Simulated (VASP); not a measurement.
# Ho: the relaxed cell at several levels of theory, part 2 of 2

Aim: relax Ho at several levels of theory and compare the cells. The starting structure is a measured crystal structure from the Crystallography Open Database. The first relaxation on each setting starts from this cell expanded by 3 % in volume.

VASP 6.6.1.

Results so far: PBEsol 29.62 Å³ an atom; LDA 28.06 Å³ an atom; PBE 31.38 Å³ an atom.

## 5. Relaxation with PBEsol + D3(BJ)

Level of this step: PBEsol with D3(BJ), zero-moment start, 4f electrons in the core; plane waves and PAW (Ho_3) (VASP).

D3 with Becke-Johnson damping keeps a finite attraction at short range. This run starts from the cell of an earlier relaxation, which isn't shown; the restart sets up the plane waves anew.

File INCAR:

```
SYSTEM = Ho
PREC = Accurate
ENCUT = 450
EDIFF = 1E-06
NELM = 100
ISMEAR = 1
SIGMA = 0.15
LREAL = .FALSE.
ALGO = Normal
GGA = PS
IVDW = 12
NBANDS = 16
ISPIN = 2
MAGMOM = 0 0
LASPH = .TRUE.
LMAXMIX = 6
LORBIT = 11
LWAVE = .FALSE.
LCHARG = .FALSE.
KPAR = 4
IBRION = 2
NSW = 50
ISIF = 3
EDIFFG = -0.006
```

File POSCAR:

```
Ho
1.0
    3.4628334500      0.0000000000      0.0000000000
   -1.7314167250      2.9989017368      0.0000000000
    0.0000000000      0.0000000000      5.4035311827
Ho
2
Direct
    0.6666666667      0.3333333333      0.7500000000
    0.3333333333      0.6666666667      0.2500000000
```

File KPOINTS:

```
Automatic mesh
0
Gamma
15 15 8
0 0 0
```

PAW data sets: Ho_3 (PBE family, release 64).

On the command line:

```console
$ mpirun -np 4 vasp_std
```

Log:

```text
[banner, memory and clock lines left out]
running    4 mpi-ranks, on    1 nodes
[...]
[... a notice as in an earlier step ...]

 LDA part: xc-table for (Slater+PW92), standard interpolation
 POSCAR, INCAR and KPOINTS ok, starting setup
[...]
entering main loop
       N       E                     dE             d eps       ncg     rms          rms(c)
DAV:   1     0.652351601967E+02    0.65235E+02   -0.76257E+03  9784   0.964E+02
DAV:   2    -0.703191610288E+01   -0.72267E+02   -0.70087E+02 13696   0.393E+02
DAV:   3    -0.980437350313E+01   -0.27725E+01   -0.26767E+01 14312   0.551E+01
DAV:   4    -0.984963020096E+01   -0.45257E-01   -0.45016E-01 12240   0.674E+00
[...]
DAV:   9    -0.985815228714E+01   -0.61941E-05   -0.20323E-04 14088   0.140E-01    0.279E-02
DAV:  10    -0.985814809219E+01    0.41950E-05   -0.10863E-05 14200   0.301E-02    0.150E-02
DAV:  11    -0.985814785194E+01    0.24025E-06   -0.44214E-07  7136   0.816E-03
   1 F= -.10745698E+02 E0= -.10746152E+02  d E =-.107457E+02  mag=    -0.0000
[...]
reached required accuracy - stopping structural energy minimisation
```

Run time: 17 s. Hardware: 4 MPI ranks of Intel Xeon 6975P-C (Granite Rapids), shared host; peak memory 1.1 GiB.

OUTCAR, selected parts (step 5):

```text
 Edisp (eV)   -0.88755

  Total       0.00916     0.00916     0.00112     0.00000     0.00000    -0.00000
  in kB       0.26162     0.26162     0.03209     0.00000     0.00000    -0.00000
  external pressure =        0.19 kB  Pullay stress =        0.00 kB

 POSITION                                       TOTAL-FORCE (eV/Angst)
 -----------------------------------------------------------------------------------
      1.73142      0.99963      4.05265         0.000000     -0.000000      0.000000
     -0.00000      1.99927      1.35088        -0.000000      0.000000      0.000000
 -----------------------------------------------------------------------------------
    total drift:                                0.000000     -0.000000      0.000000

  FREE ENERGIE OF THE ION-ELECTRON SYSTEM (eV)
  ---------------------------------------------------
  free  energy   TOTEN  =       -10.7456981268 eV

  energy  without entropy=      -10.7470605959  energy(sigma->0) =      -10.74615228

 magnetization (x)
# of ion       s       p       d       tot
------------------------------------------
    1        0.000   0.000   0.000   0.000
    2        0.000   0.000   0.000   0.000
--------------------------------------------------
tot          0.000   0.000   0.000   0.000

[... 2 parts as in an earlier step ...]

[... 2 further parts left out ...]
[key lines of the parts left out:]
E-fermi :   3.3792
```

With PBEsol + D3(BJ) the relaxed cell holds 28.057 Å³ an atom, -9.84 % against the measured cell, with a = 3.463 Å and c = 5.404 Å. That is -5.28 % from PBEsol.

## 6. Relaxation with r2SCAN

r2SCAN adds the kinetic-energy density, costs more than a GGA and is run with LASPH. This run starts from the cell of an earlier relaxation, which isn't shown; the restart sets up the plane waves anew.

INCAR: that of step 5 with these lines changed.

```diff
@@ -9,4 +9,4 @@
 ALGO = Normal
-GGA = PS
-IVDW = 12
+METAGGA = R2SCAN
+LASPH = .TRUE.
 NBANDS = 16
@@ -14,3 +14,2 @@
 MAGMOM = 0 0
-LASPH = .TRUE.
 LMAXMIX = 6
```

File POSCAR:

```
Ho
1.0
    3.6123299741      0.0000000000      0.0000000000
   -1.8061649870      3.1283695244      0.0000000000
    0.0000000000      0.0000000000      5.5644898181
Ho
2
Direct
    0.6666666667      0.3333333333      0.7500000000
    0.3333333333      0.6666666667      0.2500000000
```

KPOINTS is that of step 5.

On the command line:

```console
$ mpirun -np 4 vasp_std
```

Log:

```text
[banner, memory and clock lines left out]
running    4 mpi-ranks, on    1 nodes
[...]
[... a notice as in an earlier step ...]

 LDA part: xc-table for (None), standard interpolation
 POSCAR, INCAR and KPOINTS ok, starting setup
[...]
entering main loop
       N       E                     dE             d eps       ncg     rms          rms(c)
DAV:   1     0.164515517704E+02    0.16452E+02   -0.77307E+03  9144   0.980E+02
DAV:   2    -0.642277401343E+02   -0.80679E+02   -0.78832E+02 12592   0.417E+02
DAV:   3    -0.678574832935E+02   -0.36297E+01   -0.34554E+01 14592   0.616E+01
DAV:   4    -0.679297714900E+02   -0.72288E-01   -0.72035E-01 12280   0.840E+00
[...]
DAV:  11    -0.657471419483E+02   -0.21064E-05   -0.84201E-06 14224   0.305E-02    0.167E-02
DAV:  12    -0.657471393460E+02    0.26023E-05   -0.50008E-07  7160   0.913E-03    0.338E-03
DAV:  13    -0.657471391040E+02    0.24203E-06   -0.77742E-08  7304   0.534E-03
   1 F= -.65747139E+02 E0= -.65747740E+02  d E =-.657471E+02  mag=     0.0000
[...]
reached required accuracy - stopping structural energy minimisation
```

The job ended after 1.9 min (4 MPI ranks; peak memory 1.2 GiB; 5.9 min of CPU time).

Parts of OUTCAR (step 6):

```text
  Total        0.0034219      0.0034219      0.0024108      0.0000000      0.0000000      0.0000000
  in kB        0.0871862      0.0871862      0.0614256      0.0000000      0.0000000      0.0000000
  external PRESSURE =       0.0785993 kB  Pullay stress =       0.0000000 kB

 POSITION                                       TOTAL-FORCE (eV/Angst)
 -----------------------------------------------------------------------------------
      1.80616      1.04279      4.17337         0.000000     -0.000000      0.000000
     -0.00000      2.08558      1.39112        -0.000000      0.000000      0.000000
 -----------------------------------------------------------------------------------
    total drift:                               -0.000000      0.000000     -0.000000

  FREE ENERGIE OF THE ION-ELECTRON SYSTEM (eV)
  ---------------------------------------------------
  free  energy   TOTEN  =       -65.7471391040 eV

  energy  without entropy=      -65.7489429242  energy(sigma->0) =      -65.74774038

[... 3 parts as in an earlier step ...]

[... 2 further parts left out ...]
[key lines of the parts left out:]
E-fermi :   2.8829
```

With r2SCAN the relaxed cell holds 31.441 Å³ an atom, +1.04 % against the measured cell, with a = 3.612 Å and c = 5.564 Å. That is +6.15 % from PBEsol.

## 7. Relaxation with r2SCAN + rVV10

rVV10 adds a nonlocal correlation energy for dispersion. This run starts from the cell of an earlier relaxation, which isn't shown; the restart sets up the plane waves anew.

INCAR: that of step 6 with these lines changed.

```diff
@@ -10,2 +10,6 @@
 METAGGA = R2SCAN
+LUSE_VDW = .TRUE.
+IVDW_NL = 2
+BPARAM = 11.95
+CPARAM = 0.0093
 LASPH = .TRUE.
```

File POSCAR:

```
Ho
1.0
    3.5969765417      0.0000000000      0.0000000000
   -1.7984882708      3.1150730619      0.0000000000
    0.0000000000      0.0000000000      5.5390697468
Ho
2
Direct
    0.6666666667      0.3333333333      0.7500000000
    0.3333333333      0.6666666667      0.2500000000
```

KPOINTS is that of step 6.

On the command line:

```console
$ mpirun -np 4 vasp_std
```

Log:

```text
[banner, memory and clock lines left out]
running    4 mpi-ranks, on    1 nodes
[...]
|                                                                             |
|               ----> ADVICE to this user running VASP <----                  |
|                                                                             |
|     You have switched on vdW-DFT.                                           |
|     This routine was written and supplied by Jiri Klimes. We recommend      |
|     that you carefully read and cite the following publications:            |
|       J. Klimes, D.R. Bowler, A. Michelides                                 |
|          J. Phys.: Cond Matt. 22 022201 (2010)                              |
|       J. Klimes, D.R. Bowler, A. Michelides                                 |
|          Phys. Rev. B. 83, 195131 (2011)                                    |
|     and references therein.                                                 |
|                                                                             |

[...]
Total rVV10 correction in eV:      0.4828077    23.7770803
Total rVV10 correction in eV:      0.4828077    23.7770803
Total rVV10 correction in eV:      0.4828077    23.7770803
Total rVV10 correction in eV:      0.4828077    23.7770803
DAV:  12    -0.652624744715E+02    0.34502E-05   -0.82173E-07  7992   0.136E-02    0.380E-03
Total rVV10 correction in eV:      0.4828084    23.7770803
Total rVV10 correction in eV:      0.4828084    23.7770803
Total rVV10 correction in eV:      0.4828084    23.7770803
Total rVV10 correction in eV:      0.4828084    23.7770803
DAV:  13    -0.652624742856E+02    0.18582E-06   -0.19928E-07  6664   0.889E-03
Total rVV10 correction in eV:      0.4828127    23.7770803
Total rVV10 correction in eV:      0.4828127    23.7770803
Total rVV10 correction in eV:      0.4828127    23.7770803
Total rVV10 correction in eV:      0.4828127    23.7770803
Total rVV10 correction in eV:      0.4828106    23.7770803
Total rVV10 correction in eV:      0.4828106    23.7770803
Total rVV10 correction in eV:      0.4828106    23.7770803
Total rVV10 correction in eV:      0.4828106    23.7770803
   1 F= -.65262474E+02 E0= -.65263144E+02  d E =-.652625E+02  mag=    -0.0000
[...]
reached required accuracy - stopping structural energy minimisation
```

The job ended after 2.5 min (4 MPI ranks; peak memory 1.7 GiB).

OUTCAR, selected parts (step 7):

```text
  Total        0.0025767      0.0025767      0.0022345      0.0000000      0.0000000      0.0000000
  in kB        0.0665162      0.0665162      0.0576827      0.0000000      0.0000000      0.0000000
  external PRESSURE =       0.0635717 kB  Pullay stress =       0.0000000 kB

 POSITION                                       TOTAL-FORCE (eV/Angst)
 -----------------------------------------------------------------------------------
      1.79849      1.03836      4.15430         0.000000      0.000000      0.000000
     -0.00000      2.07672      1.38477        -0.000000     -0.000000      0.000000
 -----------------------------------------------------------------------------------
    total drift:                                0.000000     -0.000000      0.000000

  FREE ENERGIE OF THE ION-ELECTRON SYSTEM (eV)
  ---------------------------------------------------
  free  energy   TOTEN  =       -65.2624742856 eV

  energy  without entropy=      -65.2644822415  energy(sigma->0) =      -65.26314360

 magnetization (x)
# of ion       s       p       d       tot
------------------------------------------
    1       -0.000  -0.000  -0.000  -0.000
    2       -0.000  -0.000  -0.000  -0.000
--------------------------------------------------
tot         -0.000  -0.000  -0.000  -0.000

[... 2 parts as in an earlier step ...]

[... 2 further parts left out ...]
[key lines of the parts left out:]
E-fermi :   2.9265
```

With r2SCAN + rVV10 the relaxed cell holds 31.032 Å³ an atom, -0.28 % against the measured cell, with a = 3.597 Å and c = 5.539 Å. That is +4.77 % from PBEsol.

## 8. Comparison

| level | volume (Å³/atom) | against the measured cell (%) | a (Å) | c (Å) | pressure left (GPa) | core minutes |
| --- | --- | --- | --- | --- | --- | --- |
| PBEsol | 29.62 | -4.81 | 3.5324 | 5.4822 | -0.02 | 9.93 |
| LDA | 28.063 | -9.82 | 3.4605 | 5.4119 | 0.0 | 8.24 |
| PBE | 31.38 | 0.84 | 3.6028 | 5.5832 | 0.01 | 8.53 |
| PBEsol + D3(BJ) | 28.057 | -9.84 | 3.4628 | 5.4035 | 0.02 | 10.9 |
| r2SCAN | 31.441 | 1.04 | 3.6123 | 5.5645 | 0.01 | 29.3 |
| r2SCAN + rVV10 | 31.032 | -0.28 | 3.597 | 5.5391 | 0.01 | 42.3 |

Core minutes are wall time times ranks, summed over the relaxations behind a row (those for a bulk modulus apart), on shared hosts.

## 9. Summary of results

- volume, PBEsol: 29.62 Å³/atom
- volume, LDA: 28.06 Å³/atom
- volume, PBE: 31.38 Å³/atom
- volume, PBEsol + D3(BJ): 28.06 Å³/atom
- volume, r2SCAN: 31.44 Å³/atom
- volume, r2SCAN + rVV10: 31.03 Å³/atom

In words: Across 6 levels the volume of Ho spans 12.1 %, from 28.06 Å³ an atom (PBEsol + D3(BJ)) to 31.44 Å³ (r2SCAN). Against the measured volume of the starting structure, r2SCAN + rVV10 comes nearest (-0.3 %) and PBEsol + D3(BJ) lies farthest (-9.8 %). The measured cell holds zero-point expansion and, unless it was taken cold, thermal expansion, which the runs lack, so small differences decide nothing. Adding D3(BJ) to PBEsol changes the volume by -5.3 %. Adding rVV10 to r2SCAN changes the volume by -1.3 %. All runs keep the symmetry of the start, so they can't find a distortion of lower symmetry. Further runs on this material are not shown.

[Lines on the potential files, build, host, timing and source positions are cut from VASP's logs without a mark.]

[Logs are printed without paths, hosts, clocks, repeated set-up lines and the standing remarks that a program may print on its own settings, such as how far it seeks lower states.]

[Hosts, paths, dates, database ids (printed as entryN), source tags and the programs' standing remarks are cut or masked in the printed files.]
